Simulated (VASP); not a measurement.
All values below come from PBEsol GGA, VASP's PBE PAW potentials (set 64) (plane waves; VASP).

VASP ran on this input.

**KPOINTS**
```
k-points along high-symmetry lines
10
Line-mode
Reciprocal
  0.000000   0.000000   0.000000 ! GAMMA
  0.500000   0.000000   0.000000 ! M

  0.500000   0.000000   0.000000 ! M
  0.333333   0.333333   0.000000 ! K

  0.333333   0.333333   0.000000 ! K
  0.000000   0.000000   0.000000 ! GAMMA

  0.000000   0.000000   0.000000 ! GAMMA
  0.000000   0.000000   0.500000 ! A

  0.000000   0.000000   0.500000 ! A
  0.500000   0.000000   0.500000 ! L

  0.500000   0.000000   0.500000 ! L
  0.333333   0.333333   0.500000 ! H

  0.333333   0.333333   0.500000 ! H
  0.000000   0.000000   0.500000 ! A

  0.500000   0.000000   0.500000 ! L
  0.500000   0.000000   0.000000 ! M

  0.333333   0.333333   0.500000 ! H
  0.333333   0.333333   0.000000 ! K
```

**POSCAR**
```
CoGe2
4.5138780
  0.9999999545   0.0000000000   0.0000000000
 -0.4999999773   0.8660253392   0.0000000000
  0.0000000000   0.0000000000   1.5380887665
Co Ge
3 6
Cartesian
  0.0000000000   0.8660253392   0.0000000000
  0.2499999886   0.4330126696   0.5126957428
  0.7499999659   0.4330126696   1.0253930237
  0.0000000000   0.2953790738   0.0000000000
  0.7441941654   0.1476895369   0.5126957428
  0.2441941881   0.7183358023   1.0253930237
  0.4999999773   0.5706462654   0.0000000000
 -0.2441941881   0.7183358023   0.5126957428
  0.2558057891   0.1476895369   1.0253930237
```

**INCAR**
```
! general
SYSTEM  = CoGe2
PREC    = Accurate
ENCUT   = 400
LREAL   = F
LASPH   = T
ICHARG  = 11

! electronic loop
EDIFF   = 1E-7
NELM    = 100
ALGO    = Normal
LMAXMIX = 4

! smearing
ISMEAR  = 0
SIGMA   = 0.05

! functional
GGA     = PS

! output
LWAVE   = F
LCHARG  = F
LORBIT  = 11
```

POTCAR, in this order: Co Ge_d (PBE.64 set). Program: vasp_std. Read from the step before: CHGCAR.

Output of the run:

**OSZICAR**
```
       N       E                     dE             d eps       ncg     rms          rms(c)
DAV:   1     0.118370579116E+04    0.11837E+04   -0.39331E+04 13768   0.416E+03
DAV:   2     0.203931443297E+03   -0.97977E+03   -0.94784E+03 11880   0.101E+03
DAV:   3    -0.294276595744E+02   -0.23336E+03   -0.22384E+03 11966   0.269E+02
DAV:   4    -0.501410355389E+02   -0.20713E+02   -0.19970E+02 13544   0.883E+01
DAV:   5    -0.508238546124E+02   -0.68282E+00   -0.67446E+00 13354   0.179E+01
DAV:   6    -0.508463523938E+02   -0.22498E-01   -0.22461E-01 16880   0.258E+00
DAV:   7    -0.508472156241E+02   -0.86323E-03   -0.86293E-03 17324   0.434E-01
DAV:   8    -0.508472369388E+02   -0.21315E-04   -0.21313E-04 17256   0.651E-02
DAV:   9    -0.508472373972E+02   -0.45834E-06   -0.45925E-06 17278   0.107E-02
DAV:  10    -0.508472374057E+02   -0.85456E-08   -0.75403E-08  8646   0.192E-03
   1 F= -.50847237E+02 E0= -.50843202E+02  d E =-.807165E-02
```

File OUTCAR:
```
 val. band max:        9.9065052966   @ k =   0.0000   0.0000   0.1667

 cond. band min:       9.9143661538   @ k =   0.0556   0.0000   0.0000



 k-point     1 :       0.0000    0.0000    0.0000
  band No.  band energies     occupation
      1     -15.3856      2.00000
      2     -15.3277      2.00000
      3     -15.3277      2.00000
      4     -15.2720      2.00000
      5     -15.2634      2.00000
      6     -15.2633      2.00000
      7     -15.2544      2.00000
      8     -15.2543      2.00000
      9     -15.2535      2.00000
     10     -15.2503      2.00000
     11     -15.2502      2.00000
     12     -15.2371      2.00000
     13     -15.2370      2.00000
     14     -15.2289      2.00000
     15     -15.2153      2.00000
     16     -15.2152      2.00000
     17     -15.1977      2.00000
     18     -15.1967      2.00000
     19     -15.1912      2.00000
     20     -15.1912      2.00000
     21     -15.1807      2.00000
     22     -15.1806      2.00000
     23     -15.1777      2.00000
     24     -15.1654      2.00000
     25     -15.1496      2.00000
     26     -15.1439      2.00000
     27     -15.1438      2.00000
     28     -15.1135      2.00000
     29     -15.1135      2.00000
     30     -15.0713      2.00000
     31      -4.7756      2.00000
     32      -1.8548      2.00000
     33      -1.8548      2.00000
     34       4.0149      2.00000
     35       4.0150      2.00000
     36       4.1736      2.00000
     37       4.4704      2.00000
     38       4.4705      2.00000
     39       5.3906      2.00000
     40       5.7665      2.00000
     41       5.7665      2.00000
     42       5.8936      2.00000
     43       6.6414      2.00000
     44       6.6415      2.00000
     45       7.4254      2.00000
     46       7.4255      2.00000
     47       7.5759      2.00000
     48       7.5759      2.00000
     49       7.6225      2.00000
     50       7.7263      2.00000
     51       8.4415      2.00000
     52       9.6288      2.00000
...
```

The density is held fixed in this step, so its total energy and stress have no physical meaning.

The structure was generated: CoGe2 was put into the CrSi2 type (P6_222), which need not be its known phase. It was relaxed first. The run is not spin-polarised, so no magnetic state was tried. The electron count is odd and the run is not spin-polarised, which forces a metal.
